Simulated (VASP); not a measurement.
Data:

```yaml
crystal:
  lattice:
    - [0.00000, 2.57614, 2.57614]
    - [2.57614, 0.00000, 2.57614]
    - [2.57614, 2.57614, 0.00000]
  atoms:
    - { symbol: Zr, position: [0.00000, 0.00000, 0.00000] }
    - { symbol: O, position: [0.25000, 0.25000, 0.25000] }
    - { symbol: O, position: [0.75000, 0.75000, 0.75000] }
```

Computed with RPBE GGA, VASP's PBE PAW potentials (set 64) (plane waves; VASP 6.6.1). Settings: 520 eV cut-off, 7×7×7 Γ-centred mesh, Gaussian smearing of 0.050 eV, potentials Zr_sv O.

Estimate the energy per atom (σ→0).

```
Item                            Value
---------------------  --------------
energy per atom (σ→0)  -9074 meV/atom
```

The absolute energy has meaning only against runs of the same code, potentials and settings.

The compound is ZrO2 in the fluorite structure, the high-temperature cubic form, which is unstable at 0 K; the monoclinic form is the stable one. It was relaxed first. The start is the result of an earlier pass.
